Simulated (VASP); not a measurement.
Here is the system:

```xyz
2
Lattice="3.3048 0.0000 0.0000 0.0000 3.3048 0.0000 0.0000 0.0000 3.3048" Properties=species:S:1:pos:R:3 pbc="T T T"
B      0.0000     0.0000     0.0000
Bi     1.6524     1.6524     1.6524
```

Method: r2SCAN meta-GGA, VASP's PBE PAW potentials (set 64) (plane waves; VASP). Numerical set-up: 520 eV cut-off, 10×10×10 Γ-centred mesh, first-order Methfessel-Paxton smearing of 0.10 eV, potentials B Bi_d.

Energy and stress use the plane-wave basis of the starting cell.

### Question
The ions, cell shape and volume are relaxed. Which structure does the run end with?

### Answer

```xyz
2
Lattice="3.3491 0.0000 0.0000 0.0000 3.3491 0.0000 0.0000 0.0000 3.3491" Properties=species:S:1:pos:R:3 pbc="T T T"
B      0.0000     0.0000     0.0000
Bi     1.6746     1.6746     1.6746
```
Space group Pm-3m (221), at a tolerance of 0.03 Å.

### Question
How do energy and volume change from the first to the last step?

### Answer
The energy (σ→0) changes by -7.1 meV/atom and the volume by +4.1 %, in 3 ionic steps.

The structure was generated: BiB was put into the CsCl type (Pm-3m), which need not be its known phase. This run relaxes it. Symmetry was kept, so distortions that lower it aren't found. VASP warned that the highest band is occupied, so more bands are needed.
